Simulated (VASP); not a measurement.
# NiMoIrPdW (P3m1) in VASP: a series of runs, part 2 of 2

VASP 6.6.1. The steps go on from the part before.

### 3 Band structure, revPBE, collinear spin, ferromagnetic start

This run uses another cell than the first one, of 16.32 Å³/atom, 0.993 times its volume.

File POSCAR:

```
NiMoIrPdW                               
1.0
    4.1655605312      0.0000006389      0.0000005851
   -2.0827797123      3.6074840521     -0.0000005851
    0.0000007519     -0.0000004341      5.4286494313
  Ni              Mo              Pd              Ir              W             
     1     1     1     1     1
Direct
     0.9999997546105183    0.0000002453894677    0.0239196795434461
     0.6666664345254890    0.3333335654745606    0.4607337174746117
     0.3333335695167344    0.6666664304832236    0.7455600952493293
     0.3333344509152728    0.6666655490846641    0.2550657800379470
     0.6666657904319857    0.3333342095680840    0.9991607276946726
```

File INCAR.step1:

```
SYSTEM = NiMoIrPdW
PREC = Accurate
ENCUT = 520
EDIFF = 1E-6
ISMEAR = -1
SIGMA = 0.05
LREAL = .FALSE.
LASPH = .TRUE.
NELM = 100
ALGO = Normal
ISIF = 2
LWAVE = .FALSE.
LCHARG = .TRUE.
ISPIN = 2
MAGMOM = 1 1 0 0.6 0
LORBIT = 11
LMAXMIX = 4
GGA = RE
NBANDS = 40
KPAR = 4
```

File KPOINTS.step1:

```
Automatic mesh
0
G
  7 7 5
  0 0 0
```

File INCAR.step2:

```
SYSTEM = NiMoIrPdW
PREC = Accurate
ENCUT = 520
EDIFF = 1E-6
ISMEAR = 0
SIGMA = 0.05
LREAL = .FALSE.
LASPH = .TRUE.
NELM = 100
ALGO = Normal
ISIF = 2
LWAVE = .FALSE.
LCHARG = .FALSE.
ISPIN = 2
MAGMOM = 1 1 0 0.6 0
LORBIT = 11
LMAXMIX = 4
GGA = RE
NBANDS = 40
KPAR = 4
ICHARG = 11
```

File KPOINTS.step2:

```
path GMKGALHA,LM,KH
15
line-mode
reciprocal
 0.0000000000  0.0000000000  0.0000000000  G
 0.5000000000  0.0000000000  0.0000000000  M

 0.5000000000  0.0000000000  0.0000000000  M
 0.3333333333  0.3333333333  0.0000000000  K

 0.3333333333  0.3333333333  0.0000000000  K
 0.0000000000  0.0000000000  0.0000000000  G

 0.0000000000  0.0000000000  0.0000000000  G
 0.0000000000  0.0000000000  0.5000000000  A

 0.0000000000  0.0000000000  0.5000000000  A
 0.5000000000  0.0000000000  0.5000000000  L

 0.5000000000  0.0000000000  0.5000000000  L
 0.3333333333  0.3333333333  0.5000000000  H

 0.3333333333  0.3333333333  0.5000000000  H
 0.0000000000  0.0000000000  0.5000000000  A

 0.5000000000  0.0000000000  0.5000000000  L
 0.5000000000  0.0000000000  0.0000000000  M

 0.3333333333  0.3333333333  0.0000000000  K
 0.3333333333  0.3333333333  0.5000000000  H
```

Potentials or basis: VASP PAW PBE potentials, release 64 (Ni, Mo_sv, Pd, Ir, W_sv).

The run is started by

```console
cat potpaw_PBE.64/Ni/POTCAR potpaw_PBE.64/Mo_sv/POTCAR potpaw_PBE.64/Pd/POTCAR potpaw_PBE.64/Ir/POTCAR potpaw_PBE.64/W_sv/POTCAR > POTCAR
cp INCAR.step1 INCAR
cp KPOINTS.step1 KPOINTS
mpirun -np 4 vasp_std > vasp.out
cp INCAR.step2 INCAR
cp KPOINTS.step2 KPOINTS
mpirun -np 4 vasp_std > vasp.out
```

Run time: 2.7 min. Hardware: 4 MPI ranks of Intel Xeon Platinum 8488C (Sapphire Rapids), shared host; peak memory 0.79 GiB.

The run converged. Its results:

```yaml
Band_gap_along_the_path: none (metal or under the smearing width)
Net_moment: 0.00 μB per cell
```

Levels at the corners of the path, in eV from the Fermi level:
Spin up:
```
point  band 26  band 27  band 28  band 29  band 30  band 31
    Γ    -1.38    -1.38    -0.74     0.77     0.77     1.97
    M    -1.24    -0.18    -0.05     0.29     0.80     1.55
    M    -1.24    -0.18    -0.05     0.29     0.80     1.55
    K    -1.24    -1.14    -1.03    -0.37     0.51     0.87
    K    -1.24    -1.14    -1.03    -0.37     0.51     0.87
    Γ    -1.38    -1.38    -0.74     0.77     0.77     1.97
    Γ    -1.38    -1.38    -0.74     0.77     0.77     1.97
    A    -0.50    -0.50    -0.39     0.40     0.71     0.71
    A    -0.50    -0.50    -0.39     0.40     0.71     0.71
    L    -1.37    -0.95    -0.76    -0.03     0.62     0.71
    L    -1.37    -0.95    -0.76    -0.03     0.62     0.71
    H    -1.67    -1.07    -0.34    -0.21     0.50     0.87
    H    -1.67    -1.07    -0.34    -0.21     0.50     0.87
    A    -0.50    -0.50    -0.39     0.40     0.71     0.71
    L    -1.37    -0.95    -0.76    -0.03     0.62     0.71
    M    -1.24    -0.18    -0.05     0.29     0.80     1.55
    K    -1.24    -1.14    -1.03    -0.37     0.51     0.87
    H    -1.67    -1.07    -0.34    -0.21     0.50     0.87
```
Spin down:
```tsv
point	band 24	band 25	band 26	band 27	band 28	band 29	band 30	band 31	band 32	band 33
Γ	-1.60	-1.60	-1.38	-1.38	-0.74	0.77	0.77	1.97	1.97	2.41
M	-1.62	-1.54	-1.24	-0.18	-0.05	0.29	0.80	1.55	1.62	2.05
M	-1.62	-1.54	-1.24	-0.18	-0.05	0.29	0.80	1.55	1.62	2.05
K	-1.43	-1.31	-1.24	-1.14	-1.03	-0.37	0.51	0.87	1.71	1.87
K	-1.43	-1.31	-1.24	-1.14	-1.03	-0.37	0.51	0.87	1.71	1.87
Γ	-1.60	-1.60	-1.38	-1.38	-0.74	0.77	0.77	1.97	1.97	2.41
Γ	-1.60	-1.60	-1.38	-1.38	-0.74	0.77	0.77	1.97	1.97	2.41
A	-1.32	-1.32	-0.50	-0.50	-0.39	0.40	0.71	0.71	1.46	1.46
A	-1.32	-1.32	-0.50	-0.50	-0.39	0.40	0.71	0.71	1.46	1.46
L	-1.98	-1.79	-1.37	-0.95	-0.76	-0.03	0.62	0.71	1.15	1.40
L	-1.98	-1.79	-1.37	-0.95	-0.76	-0.03	0.62	0.71	1.15	1.40
H	-2.01	-1.91	-1.67	-1.07	-0.34	-0.21	0.50	0.87	1.21	1.53
H	-2.01	-1.91	-1.67	-1.07	-0.34	-0.21	0.50	0.87	1.21	1.53
A	-1.32	-1.32	-0.50	-0.50	-0.39	0.40	0.71	0.71	1.46	1.46
L	-1.98	-1.79	-1.37	-0.95	-0.76	-0.03	0.62	0.71	1.15	1.40
M	-1.62	-1.54	-1.24	-0.18	-0.05	0.29	0.80	1.55	1.62	2.05
K	-1.43	-1.31	-1.24	-1.14	-1.03	-0.37	0.51	0.87	1.71	1.87
H	-2.01	-1.91	-1.67	-1.07	-0.34	-0.21	0.50	0.87	1.21	1.53
```

Caveat: the log is that of the step along the path at fixed density, whose energy, stress, charges and moments have no meaning; the PAW data sets were made with another functional, which shifts forces and pressure a little; spin-orbit coupling is left out, which moves the levels of the heavy elements.

### 4 Band structure, BLYP, collinear spin, ferromagnetic start

This run uses another cell than the first one, of 17.00 Å³/atom, 1.035 times its volume.

File POSCAR:

```
NiMoIrPdW                               
1.0
    4.2094173924     -0.0000039318      0.0000014162
   -2.1047121012      3.6454630005     -0.0000014162
    0.0000018134     -0.0000010470      5.5384264989
  Ni              Mo              Pd              Ir              W             
     1     1     1     1     1
Direct
     0.9999997596294516    0.0000002403705011    0.0283093829235217
     0.6666666148496756    0.3333333851505031    0.4527371504335741
     0.3333332270769019    0.6666667729229494    0.7449314861552060
     0.3333331957200604    0.6666668042797138    0.2597686407904711
     0.6666672027239107    0.3333327972763325    0.9986933396972341
```

Changes to INCAR.step1 since step 3:

```diff
@@ -17,3 +17,7 @@
 LMAXMIX = 4
-GGA = RE
+GGA = B5
+ALDAX = 1.0
+AGGAX = 1.0
+AGGAC = 1.0
+ALDAC = 0.0
 NBANDS = 40
```

KPOINTS.step1 is that of step 3.

Changes to INCAR.step2 since step 3:

```diff
@@ -17,3 +17,7 @@
 LMAXMIX = 4
-GGA = RE
+GGA = B5
+ALDAX = 1.0
+AGGAX = 1.0
+AGGAC = 1.0
+ALDAC = 0.0
 NBANDS = 40
```

KPOINTS.step2 is that of step 3.

Potentials or basis: VASP PAW PBE potentials, release 64 (Ni, Mo_sv, Pd, Ir, W_sv).

The run is started by

```console
cat potpaw_PBE.64/Ni/POTCAR potpaw_PBE.64/Mo_sv/POTCAR potpaw_PBE.64/Pd/POTCAR potpaw_PBE.64/Ir/POTCAR potpaw_PBE.64/W_sv/POTCAR > POTCAR
cp INCAR.step1 INCAR
cp KPOINTS.step1 KPOINTS
mpirun -np 4 vasp_std > vasp.out
cp INCAR.step2 INCAR
cp KPOINTS.step2 KPOINTS
mpirun -np 4 vasp_std > vasp.out
```

OUTCAR:

```text
SYSTEM = NiMoIrPdW
   PREC = Accurate
   ENCUT = 520
   EDIFF = 1E-6
   ISMEAR = 0
   LREAL = .FALSE.
   LASPH = .TRUE.
   NELM = 100
   ISIF = 2
   ISPIN = 2
   LORBIT = 11
   GGA = B5
   ICHARG = 11

 ion  position               nearest neighbor table
   1  1.000  0.000  0.028-   5 2.44   5 2.44   5 2.44   4 2.75   4 2.75   4 2.75   3 2.89   3 2.89
                             3 2.89
   2  0.667  0.333  0.453-   5 2.51   4 2.65   4 2.65   4 2.65   3 2.92   3 2.92   3 2.92   5 3.02

   3  0.333  0.667  0.745-   4 2.69   5 2.81   5 2.81   5 2.81   4 2.85   1 2.89   1 2.89   1 2.89
                             2 2.92   2 2.92   2 2.92
   4  0.333  0.667  0.260-   2 2.65   2 2.65   2 2.65   3 2.69   1 2.75   1 2.75   1 2.75   5 2.83
                             5 2.83   5 2.83   3 2.85
   5  0.667  0.333  0.999-   1 2.44   1 2.44   1 2.44   2 2.51   3 2.81   3 2.81   3 2.81   4 2.83
                             4 2.83   4 2.83   2 3.02

  LATTYP: Found a hexagonal cell.
[... 2280 lines left out ...]
  --------------------------------------------------------------------------------------
  -------------------------------------------------------------------------------------
  Total        3.0161857      3.0161834      1.7888663     -0.0000056     -0.0000009      0.0000016
  in kB       56.8601244     56.8600819     33.7231097     -0.0001062     -0.0000174      0.0000302
  external PRESSURE =      49.1477720 kB  Pullay stress =       0.0000000 kB

 VOLUME and BASIS-vectors are now :
 -----------------------------------------------------------------------------
  energy-cutoff  :      520.00
  volume of cell :       84.99
      direct lattice vectors                 reciprocal lattice vectors
     4.209417392 -0.000003932  0.000001416     0.237562695  0.137157085 -0.000000052
    -2.104712101  3.645463000 -0.000001416     0.000000256  0.274313726  0.000000052
     0.000001813 -0.000001047  5.538426499    -0.000000061  0.000000035  0.180556698

 POSITION                                       TOTAL-FORCE (eV/Angst)
 -----------------------------------------------------------------------------------
      4.20942     -0.00000      0.15679         0.000000     -0.000000      0.019537
      2.10471      1.21515      2.50745        -0.000000      0.000000     -0.430459
     -0.00000      2.43031      4.12575        -0.000000      0.000000     -0.102155
     -0.00000      2.43031      1.43871         0.000000     -0.000000      0.043327
      2.10471      1.21515      5.53119         0.000000     -0.000000      0.469751
 -----------------------------------------------------------------------------------
    total drift:                               -0.006802      0.003890      0.079805

  FREE ENERGIE OF THE ION-ELECTRON SYSTEM (eV)
  ---------------------------------------------------
  free  energy   TOTEN  =       -37.1160609909 eV

  energy  without entropy=      -37.1148460155  energy(sigma->0) =      -37.11545350

 total charge

# of ion       s       p       d       tot
------------------------------------------
    1        0.520   0.476   8.457   9.452
    2        2.346   6.116   3.953  12.415
    3        0.536   0.491   8.415   9.442
    4        0.723   0.620   6.943   8.286
    5        2.439   6.268   3.302  12.008
--------------------------------------------------
tot          6.564  13.971  31.070  51.604

 magnetization (x)

# of ion       s       p       d       tot
------------------------------------------
    1       -0.000  -0.000   0.000   0.000
    2       -0.000  -0.000  -0.000  -0.000
    3        0.000  -0.000   0.000   0.000
    4        0.000   0.000   0.000   0.000
    5        0.000  -0.000   0.000   0.000
--------------------------------------------------
tot          0.000  -0.000   0.000   0.000
```

Run time: 2.9 min. Hardware: 4 MPI ranks of Intel Xeon Platinum 8488C (Sapphire Rapids), shared host; peak memory 0.82 GiB.

Results:

```yaml
Band_gap_along_the_path: none (metal or under the smearing width)
Net_moment: 0.00 μB per cell
```

Levels at the corners of the path, in eV from the Fermi level:
Spin up:
```tsv
point	band 24	band 25	band 26	band 27	band 28	band 29	band 30	band 31	band 32	band 33
Γ	-1.53	-1.53	-1.36	-1.36	-0.77	0.67	0.67	1.82	1.82	2.20
M	-1.62	-1.48	-1.17	-0.24	-0.11	0.31	0.80	1.43	1.50	1.90
M	-1.62	-1.48	-1.17	-0.24	-0.11	0.31	0.80	1.43	1.50	1.90
K	-1.46	-1.25	-1.21	-1.13	-0.92	-0.37	0.58	0.78	1.60	1.75
K	-1.46	-1.25	-1.21	-1.13	-0.92	-0.37	0.58	0.78	1.60	1.75
Γ	-1.53	-1.53	-1.36	-1.36	-0.77	0.67	0.67	1.82	1.82	2.20
Γ	-1.53	-1.53	-1.36	-1.36	-0.77	0.67	0.67	1.82	1.82	2.20
A	-1.29	-1.29	-0.59	-0.58	-0.58	0.41	0.72	0.72	1.27	1.27
A	-1.29	-1.29	-0.59	-0.58	-0.58	0.41	0.72	0.72	1.27	1.27
L	-1.86	-1.75	-1.36	-0.95	-0.64	-0.18	0.61	0.72	1.06	1.28
L	-1.86	-1.75	-1.36	-0.95	-0.64	-0.18	0.61	0.72	1.06	1.28
H	-1.87	-1.86	-1.59	-1.09	-0.48	-0.15	0.39	0.78	1.16	1.49
H	-1.87	-1.86	-1.59	-1.09	-0.48	-0.15	0.39	0.78	1.16	1.49
A	-1.29	-1.29	-0.59	-0.58	-0.58	0.41	0.72	0.72	1.27	1.27
L	-1.86	-1.75	-1.36	-0.95	-0.64	-0.18	0.61	0.72	1.06	1.28
M	-1.62	-1.48	-1.17	-0.24	-0.11	0.31	0.80	1.43	1.50	1.90
K	-1.46	-1.25	-1.21	-1.13	-0.92	-0.37	0.58	0.78	1.60	1.75
H	-1.87	-1.86	-1.59	-1.09	-0.48	-0.15	0.39	0.78	1.16	1.49
```
Spin down:
```csv
point,band 25,band 26,band 27,band 28,band 29,band 30,band 31,band 32
Γ,-1.53,-1.36,-1.36,-0.77,0.67,0.67,1.82,1.82
M,-1.48,-1.17,-0.24,-0.11,0.31,0.80,1.43,1.50
M,-1.48,-1.17,-0.24,-0.11,0.31,0.80,1.43,1.50
K,-1.25,-1.21,-1.13,-0.92,-0.37,0.58,0.78,1.60
K,-1.25,-1.21,-1.13,-0.92,-0.37,0.58,0.78,1.60
Γ,-1.53,-1.36,-1.36,-0.77,0.67,0.67,1.82,1.82
Γ,-1.53,-1.36,-1.36,-0.77,0.67,0.67,1.82,1.82
A,-1.29,-0.59,-0.58,-0.58,0.41,0.72,0.72,1.27
A,-1.29,-0.59,-0.58,-0.58,0.41,0.72,0.72,1.27
L,-1.75,-1.36,-0.95,-0.64,-0.18,0.61,0.72,1.06
L,-1.75,-1.36,-0.95,-0.64,-0.18,0.61,0.72,1.06
H,-1.86,-1.59,-1.09,-0.48,-0.15,0.39,0.78,1.16
H,-1.86,-1.59,-1.09,-0.48,-0.15,0.39,0.78,1.16
A,-1.29,-0.59,-0.58,-0.58,0.41,0.72,0.72,1.27
L,-1.75,-1.36,-0.95,-0.64,-0.18,0.61,0.72,1.06
M,-1.48,-1.17,-0.24,-0.11,0.31,0.80,1.43,1.50
K,-1.25,-1.21,-1.13,-0.92,-0.37,0.58,0.78,1.60
H,-1.86,-1.59,-1.09,-0.48,-0.15,0.39,0.78,1.16
```

Caveat: the log is that of the step along the path at fixed density, whose energy, stress, charges and moments have no meaning; the PAW data sets were made with another functional, which shifts forces and pressure a little; spin-orbit coupling is left out, which moves the levels of the heavy elements.

### 5 The runs side by side

```csv
level,cell,moment (μB)
RPBE,"P3m1, 16.43 Å³/atom",0.00
revPBE,"P3m1, 16.32 Å³/atom",0.00
BLYP,"P3m1, 17.0 Å³/atom",0.00
```

Alike in all rows: task band structure; potentials or basis VASP PAW PBE potentials, release 64 (Ni, Mo_sv, Pd, Ir, W_sv); spin collinear, ferromagnetic start; k mesh 7 × 7 × 5; cutoff (eV) 520; smearing fermi-dirac 0.05 eV.

Caveats: the PAW data sets were made with another functional, which shifts forces and pressure a little; spin-orbit coupling is left out, which moves the levels of the heavy elements.

Absolute energies hang on the potentials; compare differences alone.
